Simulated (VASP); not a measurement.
```
CELL_PARAMETERS angstrom
      3.33486     0.00000     0.00000
      0.00000     3.33486     0.00000
      0.00000     0.00000     3.33486
ATOMIC_POSITIONS crystal
  Hf 0.00000 0.00000 0.00000
  As 0.50000 0.50000 0.50000
```

The numbers are results of PBE GGA, VASP's PBE PAW potentials (set 64) (plane waves; VASP), not measurements. Run with 400 eV cut-off, Gaussian smearing of 0.050 eV, potentials Hf_pv As.

Unless said otherwise, spin-orbit coupling is left out, though it shifts the bands of the heavy elements here.

Question: Predict the band gap (along the path) with the smallest direct gap where there is one.

Answer: 
- band gap (along the path) = none (metal, semimetal or under 0.01 eV)

Only differences to runs with the same potentials and settings are physical.

The structure was generated: HfAs was put into the CsCl type type (Pm-3m), which need not be its known phase. It was relaxed first, which changed the volume by -34 %. The electron count is odd and the run is not spin-polarised, which forces a metal.
